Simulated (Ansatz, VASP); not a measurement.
## Cross-check of Al12Zn4Si17O56 (glassy 63SiO2-22Al2O3-15ZnO (mol %)) between VASP and Ansatz

One calculation is typed for both programs; each brings its own data sets. How far apart do they land? Of the first pair: The cell is taken from a series of runs on this material, whose earlier steps may have relaxed, scaled, displaced or heated it; both programs get it as it stands.

Program: Ansatz 0.2.0. Level of theory: plane waves, with VASP 6.6.1 beside it; single point at RPBE. Results are calculated unless marked as measured.

### Step 1. Starting point

The cell holds 89 atoms: 17 Si, 12 Al, 4 Zn and 56 O. Cell: a = 11.097 Å, b = 10.936 Å, c = 10.637 Å, α = 93.5°, β = 86.8°, γ = 95.3°. As first built, before any earlier steps moved the atoms (in the runner's words): 89 atoms (17 Si, 12 Al, 4 Zn, 56 O) placed at random at 2.7 g/cm^3, melted at 4000 K for 10 ps at fixed volume with the Morse and Coulomb pair potential with partial charges (Pedone, Malavasi, Menziani, Cormack and Segre, J. Phys. Chem. B 110, 11780 (2006)). Quenched from 4000 K to 300 K at 20 K/ps and fixed volume, held 10 ps at zero pressure, then minimised at fixed cell.

### Step 2. Ansatz: single point, RPBE, pair 1

Ansatz runs on its PAW soft_1 files.

A single point gives forces, pressure and levels at one fixed geometry, so differences don't come from the geometry; what else differs is listed under the comparison.

File input.yaml:

```yaml
crystal:
  lattice:
    - [11.0813, -0.50694, 0.29949]
    - [-0.50694, 10.91955, -0.32099]
    - [0.29949, -0.32099, 10.62783]
  atoms:
    - { symbol: Si, position: [0.12377, 0.76275, 0.88146] }
    - { symbol: Si, position: [0.934, 0.432, 0.87479] }
    - { symbol: Si, position: [0.35694, 0.90359, 0.42364] }
    - { symbol: Si, position: [0.85574, 0.63707, 0.39066] }
    - { symbol: Si, position: [0.85251, 0.76799, 0.98219] }
    - { symbol: Si, position: [0.36207, 0.18483, 0.33222] }
    - { symbol: Si, position: [0.31204, 0.84799, 0.69431] }
    - { symbol: Si, position: [0.77886, 0.00399, 0.15456] }
    - { symbol: Si, position: [0.43025, 0.58957, 0.6639] }
    - { symbol: Si, position: [0.72111, 0.38107, 0.04175] }
    - { symbol: Si, position: [0.30793, 0.54806, 0.90788] }
    - { symbol: Si, position: [0.89429, 0.25628, 0.21827] }
    - { symbol: Si, position: [0.00754, 0.15581, 0.81284] }
    - { symbol: Si, position: [0.62144, 0.57904, 0.23594] }
    - { symbol: Si, position: [0.51679, 0.96682, 0.86898] }
    - { symbol: Si, position: [0.54742, 0.14995, 0.08998] }
    - { symbol: Si, position: [0.50777, 0.41261, 0.43904] }
    - { symbol: Al, position: [0.13648, 0.3622, 0.34229] }
    - { symbol: Al, position: [0.71594, 0.24669, 0.47619] }
    - { symbol: Al, position: [0.9868, 0.60889, 0.14368] }
    - { symbol: Al, position: [0.86862, 0.93123, 0.42783] }
    - { symbol: Al, position: [0.46659, 0.75682, 0.08242] }
    - { symbol: Al, position: [0.00296, 0.50836, 0.57239] }
    - { symbol: Al, position: [0.17626, 0.6412, 0.35966] }
    - { symbol: Al, position: [0.96985, 0.20887, 0.55074] }
    - { symbol: Al, position: [0.59098, 0.69063, 0.87287] }
    - { symbol: Al, position: [0.63332, 0.97667, 0.42642] }
    - { symbol: Al, position: [0.76049, 0.06108, 0.68836] }
    - { symbol: Al, position: [0.20488, 0.82914, 0.16694] }
    - { symbol: Zn, position: [0.11202, 0.36302, 0.03283] }
    - { symbol: Zn, position: [0.12917, 0.05941, 0.35789] }
    - { symbol: Zn, position: [0.69914, 0.53896, 0.61101] }
    - { symbol: Zn, position: [0.1008, 0.01687, 0.04572] }
    - { symbol: O, position: [0.06373, 0.18981, 0.67344] }
    - { symbol: O, position: [0.57453, 0.61847, 0.7163] }
    - { symbol: O, position: [0.98947, 0.29695, 0.89116] }
    - { symbol: O, position: [0.99488, 0.50567, 0.00245] }
    - { symbol: O, position: [0.3606, 0.84723, 0.13779] }
    - { symbol: O, position: [0.88288, 0.71003, 0.11043] }
    - { symbol: O, position: [0.9737, 0.75915, 0.88132] }
    - { symbol: O, position: [0.19931, 0.63907, 0.89292] }
    - { symbol: O, position: [0.22503, 0.49521, 0.31727] }
    - { symbol: O, position: [0.12139, 0.96079, 0.20874] }
    - { symbol: O, position: [0.55173, 0.83974, 0.93995] }
    - { symbol: O, position: [0.81385, 0.90864, 0.03663] }
    - { symbol: O, position: [0.32769, 0.04171, 0.37363] }
    - { symbol: O, position: [0.60507, 0.27858, 0.03025] }
    - { symbol: O, position: [0.63447, 0.38623, 0.50964] }
    - { symbol: O, position: [0.76017, 0.94887, 0.30033] }
    - { symbol: O, position: [0.3784, 0.72094, 0.65402] }
    - { symbol: O, position: [0.039, 0.31245, 0.20792] }
    - { symbol: O, position: [0.65279, 0.06836, 0.13793] }
    - { symbol: O, position: [0.0362, 0.35534, 0.48839] }
    - { symbol: O, position: [0.68463, 0.50939, 0.11135] }
    - { symbol: O, position: [0.71118, 0.62889, 0.35203] }
    - { symbol: O, position: [0.44144, 0.63036, 0.9551] }
    - { symbol: O, position: [0.47865, 0.0687, 0.9787] }
    - { symbol: O, position: [0.85433, 0.56472, 0.52914] }
    - { symbol: O, position: [0.90652, 0.78078, 0.41352] }
    - { symbol: O, position: [0.89441, 0.11032, 0.16276] }
    - { symbol: O, position: [0.83295, 0.26689, 0.35852] }
    - { symbol: O, position: [0.53232, 0.46622, 0.3] }
    - { symbol: O, position: [0.97591, 0.06368, 0.45255] }
    - { symbol: O, position: [0.42056, 0.28533, 0.43662] }
    - { symbol: O, position: [0.22186, 0.22564, 0.32453] }
    - { symbol: O, position: [0.62428, 0.01821, 0.77312] }
    - { symbol: O, position: [0.74182, 0.69655, 0.90333] }
    - { symbol: O, position: [0.31347, 0.92857, 0.57254] }
    - { symbol: O, position: [0.3913, 0.92442, 0.80095] }
    - { symbol: O, position: [0.09946, 0.10601, 0.90652] }
    - { symbol: O, position: [0.55753, 0.69109, 0.18334] }
    - { symbol: O, position: [0.87801, 0.07244, 0.79394] }
    - { symbol: O, position: [0.16175, 0.8494, 0.0033] }
    - { symbol: O, position: [0.82073, 0.32522, 0.1216] }
    - { symbol: O, position: [0.35214, 0.50152, 0.76184] }
    - { symbol: O, position: [0.44661, 0.18307, 0.20217] }
    - { symbol: O, position: [0.10111, 0.62108, 0.50788] }
    - { symbol: O, position: [0.12597, 0.68187, 0.20086] }
    - { symbol: O, position: [0.26133, 0.79577, 0.36334] }
    - { symbol: O, position: [0.49969, 0.88238, 0.40832] }
    - { symbol: O, position: [0.447, 0.52022, 0.52738] }
    - { symbol: O, position: [0.9671, 0.48156, 0.73549] }
    - { symbol: O, position: [0.26911, 0.43534, 0.99401] }
    - { symbol: O, position: [0.60843, 0.12897, 0.44143] }
    - { symbol: O, position: [0.74654, 0.95469, 0.54491] }
    - { symbol: O, position: [0.92995, 0.55144, 0.28977] }
    - { symbol: O, position: [0.80637, 0.20643, 0.60322] }
    - { symbol: O, position: [0.7838, 0.4116, 0.90077] }
    - { symbol: O, position: [0.17252, 0.81939, 0.74701] }
kpoints:
  mp_grid: { grid: [1, 1, 1] }
hamiltonian:
  xc: rpbe
  pseudopotentials: { kind: paw, azcp: { folder: soft_1 } }
scf:
  occupations: { method: fixed }
output:
  forces: true
  stress: true
  populations: intrinsic
  dos:
    method: { smearing: { sigma: 0.08 } }
    de: 0.1
    projected: { site_lists: { Al: [Al], O: [O], Si: [Si], Zn: [Zn] } }
  eigenvalues: true
  write_density: true
  write_potential: true
  volumetric_format: npy
```

Command:

```console
$ ansatz run input.yaml --threads 4 --pin off --max-ram 8192MiB --backend cpu --events-out ev --progress --plain --runs-dir out
```

Numbers of over 12 decimals in the logs are rounded to 6 here.

The log of the run:

```text
Engine: ansatz 0.2.0, aarch64-unknown-linux-gnu
Pseudopotentials: kind: paw
Pseudopotential: Si, paw, valence charge 4, recommended cutoff 420 eV (normal), soft_1/Si.paw.azcp
Pseudopotential: Al, paw, valence charge 3, recommended cutoff 420 eV (normal), soft_1/Al.paw.azcp
Pseudopotential: Zn, paw, valence charge 12, recommended cutoff 420 eV (normal), soft_1/Zn.paw.azcp
Pseudopotential: O, paw, valence charge 6, recommended cutoff 420 eV (normal), soft_1/O.paw.azcp
Functional definition: RPBE
  parameter kappa = 0.804
  parameter beta = 0.066725
  exchange = rpbe_x(kappa = kappa, mu = beta*pi^2/3)
  correlation = pbe_c(beta = beta)
Crystal: 89 atoms, lattice volume = 1281.242 Å³
Basis set: ecut = 420 eV, 25053 PW (Γ), exchange–correlation on 150×150×144 points (8 copies of the dense FFT grid, shifted against one another)
Bands: 333, of which v1, the nominal top of the filled ones, is band 244 counted from 1 (243 counted from 0)
Symmetry: 1 space group operations
Space group: P1 (ITA 1), of the structure as read, at distance tolerance 1.1e-4 Å
k-points: 1
Non-local potential: Si, projectors of the file, l = 0: 2, l = 1: 2, l = 2: 1
Non-local potential: Al, projectors of the file, l = 0: 2, l = 1: 2, l = 2: 1
Non-local potential: Zn, projectors of the file, l = 0: 2, l = 1: 2, l = 2: 3, l = 3: 1
Non-local potential: O, projectors of the file, l = 0: 2, l = 1: 2, l = 2: 1
PAW form: soft (Blöchl's): semilocal exchange-correlation on the pseudo side does not see the compensation charge
PAW frozen core: Si, regenerated for the run's functional, and the local potential with it (the file was generated under x = pbe(κ = 0.804, μ = 0.219515), c = pbe(β = 0.066725))
PAW frozen core: Al, regenerated for the run's functional, and the local potential with it (the file was generated under x = pbe(κ = 0.804, μ = 0.219515), c = pbe(β = 0.066725))
PAW frozen core: Zn, regenerated for the run's functional, and the local potential with it (the file was generated under x = pbe(κ = 0.804, μ = 0.219515), c = pbe(β = 0.066725))
PAW frozen core: O, regenerated for the run's functional, and the local potential with it (the file was generated under x = pbe(κ = 0.804, μ = 0.219515), c = pbe(β = 0.066725))
PAW one-centre angular grid: Si, 110 points (default); XC on 64 Gauss nodes
PAW one-centre angular grid: Al, 110 points (default); XC on 64 Gauss nodes
PAW one-centre angular grid: Zn, 590 points (default); XC on 64 Gauss nodes
PAW one-centre angular grid: O, 110 points (default); XC on 64 Gauss nodes
Initial density: superposition of atomic densities (chi_scale 0.1, normalization cell, long waves kept (reshape's long-wave potential 0.91 eV rms))
Initial wavefunctions: pseudopotential atomic-orbital guess
Functional: x = rpbe, c = pbe(β = 0.066725)
SCF iter   1: F=—  HF=-62662.099986 eV  |F-HF|=—  |Δ(HF+E_count)|=         —  Δρ=1.20e-1  dr2=1.77e2  ethr=3.10e-3  ⟨swp⟩=5.0  Hψ=1211  notcnv=0  defer=87
preconditioner: auto → Resta (q_TF=auto, 2.323 Å⁻¹)  ε∞=2.9  [insulator: Δε(μ)=3.010 eV  Ē_g=16.751 eV  n_scr=264 (ndim 8)  ℏωp=22.9 eV  f_vac=0.110  ε∞_Penn≈2.9]
SCF iter   2: F=—  HF=-62614.543752 eV  |F-HF|=—  |Δ(HF+E_count)|=    4.76e1  Δρ=4.16e-2  dr2=1.34e1  ethr=3.10e-3  ⟨swp⟩=3.0  Hψ=809  notcnv=0  defer=86
SCF iter   3: F=—  HF=-62612.586704 eV  |F-HF|=—  |Δ(HF+E_count)|=    1.96e0  Δρ=2.06e-2  dr2=4.61e0  ethr=2.75e-3  ⟨swp⟩=2.0  Hψ=566  notcnv=0  defer=85
SCF iter   4: F=—  HF=-62612.888773 eV  |F-HF|=—  |Δ(HF+E_count)|=   3.02e-1  Δρ=9.80e-3  dr2=7.37e-1  ethr=9.45e-4  ⟨swp⟩=3.0  Hψ=446  notcnv=0  defer=87
SCF iter   5: F=—  HF=-62612.793998 eV  |F-HF|=—  |Δ(HF+E_count)|=   9.48e-2  Δρ=2.01e-3  dr2=5.26e-2  ethr=1.51e-4  ⟨swp⟩=3.0  Hψ=564  notcnv=0  defer=87
SCF iter   6: F=—  HF=-62612.829309 eV  |F-HF|=—  |Δ(HF+E_count)|=   3.53e-2  Δρ=1.54e-3  dr2=2.46e-2  ethr=1.08e-5  ⟨swp⟩=3.0  Hψ=475  notcnv=0  defer=87
SCF iter   7: F=—  HF=-62612.826948 eV  |F-HF|=—  |Δ(HF+E_count)|=   2.36e-3  Δρ=4.77e-4  dr2=2.40e-3  ethr=5.03e-6  ⟨swp⟩=2.0  Hψ=447  notcnv=0  defer=87
SCF iter   8: F=—  HF=-62612.827851 eV  |F-HF|=—  |Δ(HF+E_count)|=   9.02e-4  Δρ=2.77e-4  dr2=7.43e-4  ethr=4.93e-7  ⟨swp⟩=2.0  Hψ=494  notcnv=0  defer=87
SCF iter   9: F=—  HF=-62612.827616 eV  |F-HF|=—  |Δ(HF+E_count)|=   2.35e-4  Δρ=1.12e-4  dr2=1.06e-4  ethr=1.52e-7  ⟨swp⟩=2.0  Hψ=493  notcnv=0  defer=87
SCF iter  10: F=—  HF=-62612.827583 eV  |F-HF|=—  |Δ(HF+E_count)|=   3.31e-5  Δρ=2.98e-5  dr2=8.88e-6  ethr=2.18e-8  ⟨swp⟩=2.0  Hψ=556  notcnv=0  defer=86
SCF iter  11: F=—  HF=-62612.826367 eV  |F-HF|=—  |Δ(HF+E_count)|=   1.22e-3  Δρ=2.05e-5  dr2=3.50e-6  ethr=1.82e-9  ⟨swp⟩=2.0  Hψ=492  notcnv=0  defer=85
SCF iter  12: F=—  HF=-62612.826366 eV  |F-HF|=—  |Δ(HF+E_count)|=   7.71e-7  Δρ=7.10e-6  dr2=5.87e-7  ethr=7.18e-10  ⟨swp⟩=2.0  Hψ=429  notcnv=0  defer=85
[...]
atom  30  Zn     0.00779185     0.00524361    -0.00275235
  atom  31  Zn     0.02216382    -0.01211599    -0.01448049
  atom  32  Zn    -0.01477328     0.01065504    -0.00241266
  atom  33  Zn    -0.00531508     0.01962322    -0.00615521
  atom  34  O     -0.00647616     0.00811919    -0.01489439
  atom  35  O     -0.00081910    -0.00134786     0.00328121
  atom  36  O     -0.01516216    -0.01013316    -0.00173067
  atom  37  O     -0.01145967    -0.00922597     0.01179975
  atom  38  O      0.00714609    -0.00610176    -0.00427901
  atom  39  O     -0.00697898     0.00235984    -0.00084724
  atom  40  O     -0.00068945    -0.00303480    -0.00330665
  atom  41  O     -0.01791213     0.01159367    -0.00742428
  atom  42  O     -0.00079070    -0.00091761     0.00469462
  atom  43  O      0.00931012    -0.00980442    -0.00242070
  atom  44  O      0.00223710    -0.01618425     0.01064116
  atom  45  O      0.00264666    -0.01083342    -0.00222833
  atom  46  O     -0.00409522     0.00643985    -0.00137921
  atom  47  O      0.00115015    -0.00086696     0.00792492
  atom  48  O     -0.00868786    -0.00148268    -0.01047281
  atom  49  O      0.00428371    -0.00397408    -0.00473242
  atom  50  O      0.00423721    -0.00127294    -0.00494726
  atom  51  O      0.00423785     0.00195065    -0.00247670
  atom  52  O      0.01800566    -0.00547495     0.00364449
  atom  53  O     -0.00707176    -0.00212912    -0.00862285
[...]
atom  82  O      0.00152572     0.00523556    -0.01998959
  atom  83  O     -0.00606592     0.00753189    -0.00183294
  atom  84  O     -0.00775918     0.00455864     0.00195281
  atom  85  O      0.00128311     0.00079368    -0.00156516
  atom  86  O     -0.00362157     0.00464768     0.00448292
  atom  87  O      0.00961088    -0.00040175    -0.00078062
  atom  88  O     -0.00484360    -0.00477678     0.01672111
  atom  89  O     -0.00927256    -0.01360911     0.01576861
  max |Σ_I F_I| component: 1.04e-4 eV/Å
--- Stress (GPa, compression-positive) ---
        0.010936       0.000149       0.003543
        0.000150      -0.002684       0.003100
        0.003546       0.003090       0.029759
  P = ⅓ Tr σ = 0.0127 GPa (0.127 kbar)
--- Band table (eV) ---
  k-point 0: bands = [... 240 lower, 2.4594, 2.6334, 2.7995, 3.1531, 5.8395, 6.6354, 7.4384, 7.7484, ... 85 higher]
--- intrinsic populations: 89 sites ---
  site symbol       q [e]
     0     Si      2.3306
     1     Si      2.3584
     2     Si      2.3253
     3     Si      2.3572
     4     Si      2.3278
     5     Si      2.2985
     6     Si      2.2805
     7     Si      2.3106
     8     Si      2.3144
     9     Si      2.2933
    10     Si      2.3475
    11     Si      2.3368
    12     Si      2.3629
    13     Si      2.2918
    14     Si      2.2995
    15     Si      2.2730
    16     Si      2.3101
    17     Al      1.6684
    18     Al      1.6408
    19     Al      1.6549
    20     Al      1.6082
    21     Al      1.6185
    22     Al      1.6297
    23     Al      1.6380
[...]
81      O      6.8882
    82      O      7.0236
    83      O      6.9855
    84      O      6.9365
    85      O      6.9026
    86      O      6.9265
    87      O      6.8637
    88      O      6.8368
  spilling = -0.000000 (of n_electrons = 488.000000)
```

(Continued in part 2 of 4.)

[Lines on the potential files, build, host, timing and source positions are cut from VASP's logs without a mark.]

[Logs are printed without paths, hosts, clocks, repeated set-up lines and the standing remarks that a program may print on its own settings, such as how far it seeks lower states.]

[Hosts, paths, dates, database ids (printed as entryN), source tags and the programs' standing remarks are cut or masked in the printed files.]
